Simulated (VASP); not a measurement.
All values below come from PBEsol GGA, VASP's PBE PAW potentials (set 64) (plane waves; VASP 6.6.1).

VASP ran on this input.

**POSCAR**
```
Na(100) slab
4.165570
  1.0000000735   0.0000000000   0.0000000000
  0.0000000000   1.0000000735   0.0000000000
  0.0000000000   0.0000000000   6.5211272396
Na
6
direct
  0.5000000000   0.0000000000   0.3083150000
  0.0000000000   0.5000000000   0.3849890000
  0.5000000000   0.0000000000   0.4616630000
  0.0000000000   0.5000000000   0.5383370000
  0.5000000000   0.0000000000   0.6150110000
  0.0000000000   0.5000000000   0.6916850000
```

KPOINTS:
```
Automatic mesh
0
Gamma
7 7 1
0 0 0
```

INCAR:
```
SYSTEM  =  Na(100) slab
PREC  =  Normal; ENCUT  =  400; LREAL  =  .FALSE.
LASPH  =  .TRUE.
EDIFF  =  1E-6; NELM  =  100; NELMIN  =  4
ALGO  =  Normal
ISMEAR  =  1; SIGMA  =  0.1
GGA  =  PS
LWAVE  =  .FALSE.; LCHARG  =  .FALSE.; LORBIT  =  11
LVHAR  =  .TRUE.
DIPOL  =  0.5 0.5 0.5
LDIPOL  =  .TRUE.; IDIPOL  =  3
```

POTCAR, in this order: Na_pv (PBE.64 set). Program: vasp_std. Read from the step before: WAVECAR.

Output

**OSZICAR**
```
       N       E                     dE             d eps       ncg     rms          rms(c)
DAV:   1    -0.783911297600E+01   -0.78391E+01   -0.90487E-07   345   0.247E-03    0.505E-04
DAV:   2    -0.783911287567E+01    0.10033E-06   -0.98613E-07   342   0.320E-03    0.133E-04
DAV:   3    -0.783911287249E+01    0.31823E-08   -0.37828E-08   256   0.107E-03    0.403E-05
DAV:   4    -0.783911287230E+01    0.18917E-09   -0.61539E-09   255   0.454E-04
   1 F= -.78391129E+01 E0= -.78379326E+01  d E =-.354075E-02
```

File OUTCAR:
```
------------------------ aborting loop because EDIFF is reached ----------------------------------------
  FORCE on cell =-STRESS in cart. coord.  units (eV):
  Direction    XX          YY          ZZ          XY          YZ          ZX
  --------------------------------------------------------------------------------------
  Total       -0.7704164     -0.7704164     -0.3720224      0.0000000      0.0000000      0.0000000
  in kB       -2.6187259     -2.6187259     -1.2645431      0.0000000      0.0000000      0.0000000
  external PRESSURE =      -2.1673316 kB  Pullay stress =       0.0000000 kB
  volume of cell :      471.35
      direct lattice vectors                 reciprocal lattice vectors
     4.165570306  0.000000000  0.000000000     0.240063167  0.000000000  0.000000000
     0.000000000  4.165570306  0.000000000     0.000000000  0.240063167  0.000000000
     0.000000000  0.000000000 27.164211996     0.000000000  0.000000000  0.036813142
 POSITION                                       TOTAL-FORCE (eV/Angst)
 -----------------------------------------------------------------------------------
      2.08279      0.00000      8.37513         0.000000      0.000000     -0.014423
      0.00000      2.08279     10.45792        -0.000000      0.000000      0.022157
      2.08279      0.00000     12.54071        -0.000000     -0.000000      0.028050
      0.00000      2.08279     14.62350        -0.000000     -0.000000     -0.028050
      2.08279      0.00000     16.70629         0.000000     -0.000000     -0.022157
      0.00000      2.08279     18.78908        -0.000000     -0.000000      0.014423
 -----------------------------------------------------------------------------------
    total drift:                               -0.000000     -0.000000      0.000000
  FREE ENERGIE OF THE ION-ELECTRON SYSTEM (eV)
  ---------------------------------------------------
  free  energy   TOTEN  =        -7.8391128723 eV

  energy  without entropy=       -7.8355721190  energy(sigma->0) =       -7.83793262

 total charge

# of ion       s       p       d       tot
------------------------------------------
    1        0.097   5.958   0.000   6.055
    2        0.096   5.969   0.000   6.065
    3        0.098   5.968   0.000   6.065
    4        0.098   5.968   0.000   6.065
    5        0.096   5.969   0.000   6.065
    6        0.097   5.958   0.000   6.055
--------------------------------------------------
tot          0.581  35.789   0.000  36.370
```
(Selected blocks of OUTCAR.)

File OUTCAR:
```
 val. band max:       -1.2096836973   @ k =   0.4286   0.1429   0.0000

 cond. band min:      -1.1517076314   @ k =   0.4286   0.4286   0.0000


 Fermi energy:        -1.2063746600

 k-point     1 :       0.0000    0.0000    0.0000
  band No.  band energies     occupation
      1     -26.3982      2.00000
      2     -26.3982      2.00000
      3     -26.3794      2.00000
      4     -26.3794      2.00000
      5     -26.3794      2.00000
      6     -26.3794      2.00000
      7     -25.9915      2.00000
      8     -25.9910      2.00000
      9     -25.9876      2.00000
     10     -25.9876      2.00000
     11     -25.9872      2.00000
     12     -25.9872      2.00000
     13     -25.9459      2.00000
     14     -25.9406      2.00000
     15     -25.9406      2.00000
     16     -25.9311      2.00000
     17     -25.9266      2.00000
     18     -25.9266      2.00000
     19      -4.3311      2.00000
     20      -3.8223      2.00000
     21      -2.9617      2.00000
     22      -1.9109      2.00000
     23      -0.8173     -0.00000
     24       0.2237     -0.00000
     25       1.0346      0.00000

 k-point     2 :       0.1429    0.0000    0.0000
  band No.  band energies     occupation
      1     -26.3982      2.00000
      2     -26.3981      2.00000
      3     -26.3805      2.00000
      4     -26.3804      2.00000
      5     -26.3793      2.00000
      6     -26.3793      2.00000
      7     -25.9917      2.00000
      8     -25.9909      2.00000
      9     -25.9887      2.00000
     10     -25.9886      2.00000
     11     -25.9873      2.00000
     12     -25.9870      2.00000
     13     -25.9458      2.00000
     14     -25.9424      2.00000
     15     -25.9400      2.00000
     16     -25.9299      2.00000
     17     -25.9274      2.00000
     18     -25.9273      2.00000
     19      -4.1487      2.00000
     20      -3.6415      2.00000
     21      -2.7832      2.00000
     22      -1.7354      2.00000
     23      -0.6462     -0.00000
...
```

The cell is a thin slab with vacuum, built from Na (bcc): (100) face.
